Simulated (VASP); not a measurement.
Calculation: PBE GGA, VASP's PBE PAW potentials (set 64) (plane waves; VASP).

The input files of a VASP run:

File POSCAR:
```
W
2.6775290
 -0.5773502360   0.5773502360   0.5773502360
  0.5773502360  -0.5773502360   0.5773502360
  0.5773502360   0.5773502360  -0.5773502360
W
1
direct
  0.0000000000   0.0000000000   0.0000000000
```

### KPOINTS
```
Automatic mesh
0
Gamma
12 12 12
0 0 0
```

**INCAR**
```
SYSTEM = W
PREC = Accurate
ENCUT = 300
EDIFF = 1E-6
NELM = 100
ALGO = Normal
LREAL = .FALSE.
LASPH = .TRUE.
ISMEAR = -1
SIGMA = 0.1
GGA = PE
LMAXMIX = 6
LWAVE = .FALSE.
LCHARG = .FALSE.
ISIF = 2
```

POTCAR, in this order: W_sv (PBE.64 set). Program: vasp_std.

The run wrote:

OSZICAR:
```
       N       E                     dE             d eps       ncg     rms          rms(c)
DAV:   1     0.498000516103E+02    0.49800E+02   -0.57841E+03  1636   0.103E+03
DAV:   2    -0.124905967783E+02   -0.62291E+02   -0.60084E+02  1668   0.252E+02
DAV:   3    -0.133850973029E+02   -0.89450E+00   -0.88911E+00  1837   0.319E+01
DAV:   4    -0.133887108103E+02   -0.36135E-02   -0.36133E-02  1677   0.215E+00
DAV:   5    -0.133887331477E+02   -0.22337E-04   -0.22337E-04  1803   0.166E-01    0.238E+01
DAV:   6    -0.129562026405E+02    0.43253E+00   -0.46173E-01  1665   0.930E+00    0.102E+01
DAV:   7    -0.128344579950E+02    0.12174E+00   -0.27247E-01  1701   0.673E+00    0.502E-01
DAV:   8    -0.128306947406E+02    0.37633E-02   -0.38902E-03  1629   0.956E-01    0.955E-02
DAV:   9    -0.128306822927E+02    0.12448E-04   -0.80372E-05  1774   0.111E-01    0.406E-02
DAV:  10    -0.128306722083E+02    0.10084E-04   -0.14455E-05  1722   0.556E-02    0.136E-03
DAV:  11    -0.128306723384E+02   -0.13012E-06   -0.11252E-07   912   0.460E-03
   1 F= -.12830672E+02 E0= -.12822297E+02  d E =-.167507E-01
```

File OUTCAR:
```
------------------------ aborting loop because EDIFF is reached ----------------------------------------
  FORCE on cell =-STRESS in cart. coord.  units (eV):
  Direction    XX          YY          ZZ          XY          YZ          ZX
  --------------------------------------------------------------------------------------
  Total        2.9147965      2.9147965      2.9147965     -0.0000000     -0.0000000     -0.0000000
  in kB      316.0372253    316.0372253    316.0372253     -0.0000000     -0.0000000     -0.0000000
  external PRESSURE =     316.0372253 kB  Pullay stress =       0.0000000 kB
  volume of cell :       14.78
      direct lattice vectors                 reciprocal lattice vectors
    -1.545872000  1.545872000  1.545872000     0.000000000  0.323442044  0.323442044
     1.545872000 -1.545872000  1.545872000     0.323442044  0.000000000  0.323442044
     1.545872000  1.545872000 -1.545872000     0.323442044  0.323442044  0.000000000
 POSITION                                       TOTAL-FORCE (eV/Angst)
 -----------------------------------------------------------------------------------
      0.00000      0.00000      0.00000        -0.000000      0.000000     -0.000000
 -----------------------------------------------------------------------------------
    total drift:                               -0.000000     -0.000000     -0.000000
  FREE ENERGIE OF THE ION-ELECTRON SYSTEM (eV)
  ---------------------------------------------------
  free  energy   TOTEN  =       -12.8306723384 eV

  energy  without entropy=      -12.8139215884  energy(sigma->0) =      -12.82229696
```
(Selected blocks of OUTCAR.)

### OUTCAR
```
 val. band max:       12.4648748224   @ k =   0.4167   0.0000   0.0000

 cond. band min:      12.5311637881   @ k =   0.4167   0.0833  -0.0000


 Fermi energy:        12.4705126023

 k-point     1 :       0.0000    0.0000    0.0000
  band No.  band energies     occupation
      1     -61.5838      2.00000
      2     -25.0348      2.00000
      3     -25.0348      2.00000
      4     -25.0348      2.00000
      5       2.4664      2.00000
      6      11.1440      2.00000
      7      11.1440      2.00000
      8      11.1440      2.00000
      9      14.9254      0.00000
     10      14.9254      0.00000
     11      27.1576      0.00000

 k-point     2 :       0.0833    0.0000    0.0000
  band No.  band energies     occupation
      1     -61.5718      2.00000
      2     -25.1539      2.00000
      3     -25.0712      2.00000
      4     -25.0357      2.00000
      5       2.8305      2.00000
      6      10.9193      2.00000
      7      11.0842      2.00000
      8      11.5001      1.99988
      9      14.5792      0.00000
     10      14.9260      0.00000
     11      27.4719      0.00000

 k-point     3 :       0.1667    0.0000    0.0000
  band No.  band energies     occupation
      1     -61.5385      2.00000
      2     -25.4701      2.00000
      3     -25.1694      2.00000
      4     -25.0380      2.00000
      5       3.8130      2.00000
      6      10.3583      2.00000
      7      10.8014      2.00000
      8      12.5413      0.66028
      9      14.1440      0.00000
     10      14.9694      0.00000
     11      28.0475      0.00000

 k-point     4 :       0.2500    0.0000    0.0000
  band No.  band energies     occupation
      1     -61.4919      2.00000
      2     -25.8832      2.00000
      3     -25.3005      2.00000
      4     -25.0410      2.00000
      5       5.0216      2.00000
      6       9.6885      2.00000
      7      10.4922      2.00000
      8      14.1823      0.00000
      9      14.2528      0.00000
...
```

At this cut-off the stress carries a Pulay error, which pulls relaxed volumes low. Unless said otherwise, spin-orbit coupling is left out, though it shifts the bands of the heavy elements here.

The structure is a typed W crystal (Im-3m). The cell was not relaxed at this level.
